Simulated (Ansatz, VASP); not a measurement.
# Cross-check of Ti2CO2 between VASP and Ansatz

Wanted: the spread between two codes on one cell, functional and k mesh. The cell is taken from a series of runs on this material, whose earlier steps may have relaxed, scaled, displaced or heated it; both programs get it as it stands. Other levels of theory on this material are compared in a session of their own.

Calculated with Ansatz 0.2.0; plane waves, with VASP 6.6.1 beside it; single point at PBEsol, spin-orbit coupling.

### 1. The starting structure

The cell holds 10 atoms: 2 C, 4 Ti and 4 O. Cell: a = 2.985 Å, b = 2.985 Å, c = 45.500 Å, α = 90.0°, β = 90.0°, γ = 120.0°. Vacuum lies along c.

Coordinates:

```cif
data_structure
_symmetry_space_group_name_H-M 'P 1'
_symmetry_Int_Tables_number 1
_cell_length_a 2.9853
_cell_length_b 2.9853
_cell_length_c 45.5000
_cell_angle_alpha 90.000
_cell_angle_beta 90.000
_cell_angle_gamma 120.000
_cell_volume 351.17
loop_
_atom_site_label
_atom_site_type_symbol
_atom_site_fract_x
_atom_site_fract_y
_atom_site_fract_z
_atom_site_occupancy
C1 C 0.00000 0.00000 0.42597 1
C2 C 0.66667 0.33333 0.57402 1
Ti3 Ti 0.33333 0.66667 0.45438 1
Ti4 Ti 0.66667 0.33333 0.39759 1
Ti5 Ti 0.33333 0.66667 0.60240 1
Ti6 Ti 0.00000 0.00000 0.54566 1
O7 O 0.66667 0.33333 0.47407 1
O8 O 0.33333 0.66667 0.37763 1
O9 O 0.00000 0.00000 0.62237 1
O10 O 0.33333 0.66667 0.52583 1
```

### 2. VASP: single point, PBEsol, spin-orbit coupling

A single point gives forces, pressure and levels at one fixed geometry, so differences don't come from the geometry; what else differs is listed under the comparison.

Lines of VASP's logs that name or quote its potential files are left out, and so is its time.

Input file INCAR:

```
SYSTEM = Ti2CO2
PREC = Accurate
ENCUT = 520
EDIFF = 1E-06
NELM = 200
ISMEAR = -1
SIGMA = 0.02
LREAL = .FALSE.
ALGO = Normal
GGA = PS
LNONCOLLINEAR = .TRUE.
MAGMOM = 0 0 0 0 0 0 0 0 0 0 0 0 0 0 0 0 0 0 0 0 0 0 0 0 0 0 0 0 0 0
NBANDS = 100
GGA_COMPAT = .FALSE.
LASPH = .TRUE.
LSORBIT = .TRUE.
LMAXMIX = 4
LORBIT = 11
LWAVE = .FALSE.
LCHARG = .FALSE.
ISIF = 2
LDIPOL = .TRUE.
IDIPOL = 3
DIPOL = 0.5 0.5 0.5
LVHAR = .TRUE.
EFERMI = MIDGAP
NELMDL = -8
KPAR = 2
```

Input file POSCAR:

```
Ti2CO2
1.0
    2.9853103339      0.0000000000      0.0000000000
   -1.4926551669      2.5853545873      0.0000000000
    0.0000000000      0.0000000000     45.5000000000
C Ti O
2 4 4
Direct
    0.0000000000      0.0000000000      0.4259718920
    0.6666666667      0.3333333333      0.5740211048
    0.3333333333      0.6666666667      0.4543806362
    0.6666666667      0.3333333333      0.3975927658
    0.3333333333      0.6666666667      0.6024019226
    0.0000000000      0.0000000000      0.5456576763
    0.6666666667      0.3333333333      0.4740695029
    0.3333333333      0.6666666667      0.3776272809
    0.0000000000      0.0000000000      0.6223727191
    0.3333333333      0.6666666667      0.5258329942
```

Input file KPOINTS:

```
Automatic mesh
0
Gamma
9 9 1
0 0 0
```

Potentials, in the order of the species: C, Ti_sv and O (PBE family, release 64).

Run with:

```console
mpirun -np 2 vasp_ncl
```

Numbers of over 12 decimals in the logs are rounded to 6 here.

Log:

```text
[banner, memory and clock lines left out]
running    2 mpi-ranks, on    1 nodes
 distrk:  each k-point on    1 cores,    2 groups
 distr:  one band on    1 cores,    1 groups

 POSCAR found type information on POSCAR C TiO
 POSCAR found :  3 types and      10 ions
|                                                                             |
|               ----> ADVICE to this user running VASP <----                  |
|                                                                             |
|     You enforced a specific xc type in the INCAR file but a different       |
|     [... a line on the potential file left out ...]
|     I HOPE YOU KNOW WHAT YOU ARE DOING!                                     |
|                                                                             |

 LDA part: xc-table for (Slater+PW92), standard interpolation
 POSCAR, INCAR and KPOINTS ok, starting setup
 FFT: planning ... GRIDC
 FFT: planning ... GRID_SOFT
 FFT: planning ... GRID
 WAVECAR not read
 entering main loop
       N       E                     dE             d eps       ncg     rms          rms(c)
DAV:   1     0.109125466903E+04    0.10913E+04   -0.40325E+04  4472   0.151E+03
DAV:   2     0.790628558963E+02   -0.10122E+04   -0.97799E+03  4332   0.474E+02
DAV:   3    -0.101444350990E+03   -0.18051E+03   -0.17626E+03  5236   0.192E+02
DAV:   4    -0.120027380386E+03   -0.18583E+02   -0.18547E+02  5600   0.580E+01
DAV:   5    -0.121519826308E+03   -0.14924E+01   -0.14922E+01  6088   0.166E+01
DAV:   6    -0.121573196374E+03   -0.53370E-01   -0.53368E-01  5808   0.314E+00
DAV:   7    -0.121575170581E+03   -0.19742E-02   -0.19742E-02  5984   0.584E-01
DAV:   8    -0.121575232479E+03   -0.61898E-04   -0.61897E-04  5856   0.104E-01    0.432E+01
DAV:   9    -0.965195386512E+02    0.25056E+02   -0.18774E+02  5192   0.929E+01    0.171E+01
DAV:  10    -0.953209428583E+02    0.11986E+01   -0.41312E+01  4932   0.399E+01    0.115E+01
DAV:  11    -0.946204978336E+02    0.70045E+00   -0.77492E+00  5288   0.209E+01    0.366E+00
DAV:  12    -0.944987048993E+02    0.12179E+00   -0.16271E+00  5620   0.895E+00    0.150E+00
DAV:  13    -0.945015329908E+02   -0.28281E-02   -0.55501E-01  5812   0.503E+00    0.959E-01
DAV:  14    -0.945077840628E+02   -0.62511E-02   -0.29036E-01  5776   0.485E+00    0.769E-01
[...]
DAV:  28    -0.944932619061E+02   -0.49362E-04   -0.22450E-06  3468   0.575E-03    0.158E-03
DAV:  29    -0.944933034367E+02   -0.41531E-04   -0.18179E-06  3132   0.363E-03    0.101E-03
DAV:  30    -0.944933136660E+02   -0.10229E-04   -0.20852E-07  2416   0.245E-03    0.753E-04
DAV:  31    -0.944933248102E+02   -0.11144E-04   -0.24681E-07  2536   0.191E-03    0.432E-04
DAV:  32    -0.944933291328E+02   -0.43226E-05   -0.12062E-07  2372   0.136E-03    0.309E-04
DAV:  33    -0.944933309925E+02   -0.18598E-05   -0.31922E-08  2252   0.104E-03    0.244E-04
DAV:  34    -0.944933339424E+02   -0.29499E-05   -0.67551E-08  2352   0.774E-04    0.159E-04
DAV:  35    -0.944933343638E+02   -0.42139E-06   -0.90678E-09  2168   0.547E-04
   1 F= -.94493334E+02 E0= -.94493116E+02  d E =-.437118E-03  mag=    -0.0000     0.0000     0.0000
```

Parts of OUTCAR (step 2):

```text
ion  position               nearest neighbor table
   1  0.000  0.000  0.426-   4 2.15   4 2.15   4 2.15   3 2.15   3 2.15   3 2.15
   2  0.667  0.333  0.574-   6 2.15   6 2.15   6 2.15   5 2.15   5 2.15   5 2.15
   3  0.333  0.667  0.454-   7 1.94   7 1.94   7 1.94   1 2.15   1 2.15   1 2.15
   4  0.667  0.333  0.398-   8 1.95   8 1.95   8 1.95   1 2.15   1 2.15   1 2.15
   5  0.333  0.667  0.602-   9 1.95   9 1.95   9 1.95   2 2.15   2 2.15   2 2.15
   6  0.000  0.000  0.546-  10 1.95  10 1.95  10 1.95   2 2.15   2 2.15   2 2.15
   7  0.667  0.333  0.474-   3 1.94   3 1.94   3 1.94
   8  0.333  0.667  0.378-   4 1.95   4 1.95   4 1.95
   9  0.000  0.000  0.622-   5 1.95   5 1.95   5 1.95
  10  0.333  0.667  0.526-   6 1.95   6 1.95   6 1.95

  LATTYP: Found a hexagonal cell.
 ALAT       =     2.9853103339
 C/A-ratio  =    15.2412965189

 Subroutine GETGRP returns: Found  6 space group operations
 (whereof  6 operations were pure point group operations)

The static configuration has the point symmetry C_3v.

 Found     19 irreducible k-points:

   k-points           NKPTS =     19   k-points in BZ     NKDIM =     19   number of bands    NBANDS=    100

   dimension x,y,z NGX =    24 NGY =   24 NGZ =  350
   dimension x,y,z NGXF=    48 NGYF=   48 NGZF=  700

   ENCUT  =  520.0 eV  38.22 Ry    6.18 a.u.   5.55  5.55 84.60*2*pi/ulx,y,z

   NELECT =      80.0000    total number of electrons

 k-points in reciprocal lattice and weights: Automatic mesh
   0.00000000  0.00000000  0.00000000       0.012
   0.11111111 -0.00000000  0.00000000       0.037
  -0.11111111  0.00000000  0.00000000       0.037
   0.22222222 -0.00000000  0.00000000       0.037
  -0.22222222  0.00000000  0.00000000       0.037
   0.33333333  0.00000000  0.00000000       0.037
  -0.33333333  0.00000000  0.00000000       0.037
   0.44444444 -0.00000000  0.00000000       0.037
  -0.44444444  0.00000000  0.00000000       0.037
[...]
-0.33333333 -0.22222222  0.00000000       0.074
   0.33333333  0.33333333  0.00000000       0.025

 dipolmoment           0.000000      0.000000     -0.004916 electrons x Angstroem

 average (electrostatic) potential at core
       1 -55.7117       2 -55.8313       3 -83.2259       4 -83.2174       5 -83.3350
       6 -83.3388       7 -77.7041       8 -77.6414       9 -77.7575      10 -77.8147

 E-fermi :  -1.7776

 k-point     1 :       0.0000    0.0000    0.0000
  band No.  band energies     occupation
    ...
     76      -1.9600      0.99989
     77      -1.8476      0.97063
     78      -1.8476      0.97063
     79      -1.8298      0.93160
     80      -1.8298      0.93160
     81      -1.3355      0.00000
     82      -1.3355      0.00000
     83      -1.3335      0.00000
     84      -1.3335      0.00000
     85      -1.2172      0.00000
    ...

 k-point     2 :       0.1111   -0.0000    0.0000
  band No.  band energies     occupation
    ...
     76      -2.7307      1.00000
     77      -2.6814      1.00000
     78      -2.6812      1.00000
     79      -2.5549      1.00000
     80      -2.5549      1.00000
     81      -1.1795      0.00000
     82      -1.1791      0.00000
     83      -1.0589      0.00000
     84      -1.0585      0.00000
     85      -0.7096      0.00000
    ...

 k-point     3 :      -0.1111    0.0000    0.0000
  band No.  band energies     occupation
    ...
     76      -2.7307      1.00000
     77      -2.6814      1.00000
     78      -2.6812      1.00000
     79      -2.5549      1.00000
     80      -2.5549      1.00000
     81      -1.1795      0.00000
     82      -1.1791      0.00000
     83      -1.0589      0.00000
     84      -1.0585      0.00000
     85      -0.7096      0.00000
    ...

  Total        2.8269727      2.8269727      1.7508975      0.0000000      0.0000000      0.0000000
  in kB       12.8976681     12.8976681      7.9882254      0.0000000      0.0000000      0.0000000
  external PRESSURE =      11.2611872 kB  Pullay stress =       0.0000000 kB

  energy-cutoff  :      520.00
  volume of cell :      351.17
      direct lattice vectors                 reciprocal lattice vectors
     2.985310334  0.000000000  0.000000000     0.334973550  0.193397069  0.000000000
    -1.492655167  2.585354587  0.000000000     0.000000000  0.386794138  0.000000000
     0.000000000  0.000000000 45.500000000     0.000000000  0.000000000  0.021978022

 POSITION                                       TOTAL-FORCE (eV/Angst)
 -----------------------------------------------------------------------------------
      0.00000      0.00000     19.38172         0.000000     -0.000000     -0.018155
      1.49266      0.86178     26.11796        -0.000000     -0.000000      0.017607
     -0.00000      1.72357     20.67432        -0.000000      0.000000     -0.085539
      1.49266      0.86178     18.09047         0.000000      0.000000     -0.067059
     -0.00000      1.72357     27.40929        -0.000000     -0.000000      0.066637
      0.00000      0.00000     24.82742         0.000000     -0.000000      0.088483
      1.49266      0.86178     21.57016        -0.000000     -0.000000      0.048545
     -0.00000      1.72357     17.18204        -0.000000      0.000000     -0.079575
      0.00000      0.00000     28.31796        -0.000000     -0.000000      0.079745
     -0.00000      1.72357     23.92540         0.000000     -0.000000     -0.050688
 -----------------------------------------------------------------------------------
    total drift:                                0.000001     -0.000000      0.000086

  FREE ENERGIE OF THE ION-ELECTRON SYSTEM (eV)
  ---------------------------------------------------
  free  energy   TOTEN  =       -94.4933343638 eV

  energy  without entropy=      -94.4928972456  energy(sigma->0) =      -94.49311580

 vacuum level on the upper side and lower side of the slab         3.894         4.009

 Spin-Orbit-Coupling matrix elements
 Ion:    1  E_soc:     -0.0000351
 Ion:    2  E_soc:     -0.0000334
 Ion:    3  E_soc:     -0.0102202
 Ion:    4  E_soc:     -0.0102218
 Ion:    5  E_soc:     -0.0102210
 Ion:    6  E_soc:     -0.0102216
 Ion:    7  E_soc:     -0.0002301
 Ion:    8  E_soc:     -0.0002315
 Ion:    9  E_soc:     -0.0002295
 Ion:   10  E_soc:     -0.0002288

 total charge
# of ion       s       p       d       tot
------------------------------------------
    1        0.885   1.545   0.000   2.430
    2        0.885   1.546   0.000   2.431
    3        2.216   6.295   1.902  10.414
    4        2.216   6.293   1.897  10.405
    5        2.216   6.293   1.897  10.405
    6        2.216   6.294   1.901  10.411
    7        1.577   3.456   0.000   5.032
    8        1.575   3.449   0.000   5.024
    9        1.575   3.449   0.000   5.024
   10        1.577   3.453   0.000   5.030
--------------------------------------------------
tot         16.937  42.072   7.597  66.607

 magnetization (x)
# of ion       s       p       d       tot
------------------------------------------
    1        0.000   0.000   0.000   0.000
    2        0.000  -0.000   0.000  -0.000
    3        0.000   0.000   0.000   0.000
    4        0.000   0.000   0.000   0.000
    5        0.000   0.000  -0.000  -0.000
    6       -0.000   0.000   0.000   0.000
    7       -0.000   0.000   0.000   0.000
    8        0.000   0.000   0.000   0.000
    9        0.000   0.000   0.000   0.000
   10       -0.000   0.000   0.000  -0.000
--------------------------------------------------
tot         -0.000   0.000   0.000   0.000

 magnetization (y)
# of ion       s       p       d       tot
------------------------------------------
    1       -0.000   0.000   0.000  -0.000
    2        0.000   0.000   0.000   0.000
    3        0.000  -0.000   0.000  -0.000
    4        0.000   0.000  -0.000  -0.000
    5        0.000   0.000   0.000   0.000
    6       -0.000   0.000   0.000   0.000
    7        0.000   0.000   0.000   0.000
    8       -0.000   0.000   0.000  -0.000
    9       -0.000   0.000   0.000  -0.000
   10        0.000   0.000   0.000   0.000
--------------------------------------------------
tot         -0.000  -0.000   0.000  -0.000

 magnetization (z)
# of ion       s       p       d       tot
------------------------------------------
    1       -0.000   0.000   0.000  -0.000
    2        0.000   0.000   0.000   0.000
    3       -0.000  -0.000   0.000   0.000
    4        0.000   0.000  -0.000  -0.000
    5        0.000   0.000  -0.000  -0.000
    6        0.000   0.000   0.000   0.000
    7       -0.000  -0.000   0.000  -0.000
    8        0.000   0.000   0.000   0.000
    9        0.000   0.000   0.000   0.000
   10        0.000   0.000   0.000   0.000
--------------------------------------------------
tot         -0.000   0.000   0.000   0.000

[... 3 further parts left out ...]
```

(Continued in part 2 of 2.)

[Lines on the potential files, build, host, timing and source positions are cut from VASP's logs without a mark.]

[Logs are printed without paths, hosts, clocks, repeated set-up lines and the standing remarks that a program may print on its own settings, such as how far it seeks lower states.]

[Hosts, paths, dates, database ids (printed as entryN), source tags and the programs' standing remarks are cut or masked in the printed files.]
